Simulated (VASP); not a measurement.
Input:

```
CELL_PARAMETERS angstrom
      4.17789     0.00000     0.00000
      0.00000     4.17789     0.00000
      0.00000     0.00000     4.17789
ATOMIC_POSITIONS crystal
  Ba 0.00000 0.00000 0.00000
  Hf 0.50000 0.50000 0.50000
  O  0.50000 0.00000 0.50000
  O  0.00000 0.50000 0.50000
  O  0.50000 0.50000 0.00000
```

Level of theory: rev-vdW-DF2, VASP's PBE PAW potentials (set 64) (plane waves; VASP 6.6.1). Run with 520 eV cut-off, 6×6×6 Γ-centred mesh, tetrahedra with Blöchl corrections, potentials Ba_sv Hf_pv O.

The cores are frozen, which limits the accuracy of field gradients.

Q: Give the principal components of the electric field gradient (V/Å²) and the asymmetry η at each nucleus.

A: 
```
atom  Vxx  Vyy   Vzz     η
----  ---  ---  ----  ----
Ba1   0.0  0.0   0.0     -
Hf2   0.0  0.0   0.0     -
O3    3.8  3.8  -7.6  0.00
O4    3.8  3.8  -7.6  0.00
O5    3.8  3.8  -7.6  0.00
```

The compound is BaHfO3 in the cubic perovskite structure. It was relaxed first.
